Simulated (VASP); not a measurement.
# FeAl (relaxed from the zinc blende structure, space group F-43m): computed properties

All values below come from PBEsol GGA, VASP's PBE PAW potentials (set 64) (plane waves; VASP).

```json
{
  "space_group": "F-43m (216)",
  "cell": "a = 5.477 Å, b = 5.477 Å, c = 5.477 Å, α = 90.00°, β = 90.00°, γ = 90.00°",
  "volume_per_atom": "20.54 Å³/atom",
  "band gap (over mesh and band path)": "none (metal, semimetal or under 0.01 eV)",
  "cell_moment": "2.11 μB",
  "density": "3.35 g/cm³"
}
```

```cif
data_AlFe
_chemical_formula_sum 'Fe1 Al1'
_space_group_name_H-M_alt 'P 1'
_space_group_IT_number 1
_cell_length_a 3.87269
_cell_length_b 3.87269
_cell_length_c 3.87269
_cell_angle_alpha 60.000
_cell_angle_beta 60.000
_cell_angle_gamma 60.000
loop_
_space_group_symop_operation_xyz
  'x, y, z'
loop_
_atom_site_label
_atom_site_type_symbol
_atom_site_fract_x
_atom_site_fract_y
_atom_site_fract_z
_atom_site_occupancy
Fe1 Fe 0.00000 0.00000 0.00000 1
Al1 Al 0.25000 0.25000 0.25000 1
```
Starting moments (μB, in the order of the record's atoms Fe Al): 2.3 -0.1.

The structure was generated: FeAl was put into the zinc blende type (F-43m), which need not be its known phase. It was relaxed first, which changed the volume by -18 %. Symmetry was kept, so distortions that lower it aren't found.
